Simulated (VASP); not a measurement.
Write the native input for VASP 6.6.1 that does the following.

```yaml
Task: single point
Functional: PBE
Dispersion: D3(BJ)
Potentials_or_basis: VASP PAW PBE potentials, release 64 (O, H, C)
Cutoff: 520 eV
k_mesh: 1 × 1 × 1
Occupations: fermi-dirac, width 0.05 eV
Spin: no spin polarisation
Dipole_correction: no
Further_INCAR_settings: LREAL = Auto; ALGO = Fast; EDIFF = 1e-06; NBANDS = 37
```

The structure of H8CO6 lies in POSCAR:

```
H8CO6
1.0
    5.7082670000      0.0000000000      0.0000000000
    0.0000000000      5.7082670000      0.0000000000
    0.0000000000      0.0000000000      5.7082670000
O H C
6 8 1
Direct
    0.2675242766      0.0047124635      0.5053372591
    0.8106663546      0.9825574031      0.8295512456
    0.1227517914      0.6414205923      0.0123154716
    0.5333492634      0.3557647181      0.0842987898
    0.7342158312      0.6475695688      0.5105227208
    1.0773672640      0.4316896880      0.6100450452
    0.2838689921      0.1572631413      0.5717672281
    0.2787010488      0.0395741825      0.3300301125
    0.9686652709      0.9637075491      0.8063042601
    0.7094097035      0.8354900007      0.7429049832
    0.2589927906      0.5397084614     -0.0248236461
    0.1804400530      0.7443064594      0.1370994034
    0.4908670180      0.2561723199     -0.0559539349
    0.6311547796      0.2373399843      0.1299518751
    0.9115901551      0.5388150204      0.5434048547
```

The cell was built by a generator and needn't be a form met in nature.

One way to write it, as run:

INCAR

```
PREC = Accurate ; ENCUT = 520
EDIFF = 1E-6 ; ISMEAR = -1
SIGMA = 0.05 ; LREAL = Auto
LASPH = T ; NELM = 60
ALGO = Fast ; ISIF = 2
LWAVE = F ; LCHARG = F
GGA = PE ; IVDW = 12
NBANDS = 37
```

KPOINTS

```
Automatic mesh
0
Gamma
  1 1 1
```

Potentials or basis: VASP PAW PBE potentials, release 64 (O, H, C).

The run is started by

```console
$ cat potpaw_PBE.64/O/POTCAR potpaw_PBE.64/H/POTCAR potpaw_PBE.64/C/POTCAR > POTCAR
$ mpirun -np 1 vasp_gam > vasp.out
```

Results of the run:

* Pressure: -1.1 GPa
* Largest force: 6.421 eV/Å
* Band gap on the k mesh: 3.51 eV, direct
* Dispersion energy per atom: -0.035 eV

Caveat: the standard files for N, O and F lose accuracy on very short bonds.

Wall time 20 s on 1 thread of AMD EPYC 7R43 64-Core Processor (Zen 3), with other jobs on the host, peak memory 0.21 GiB.
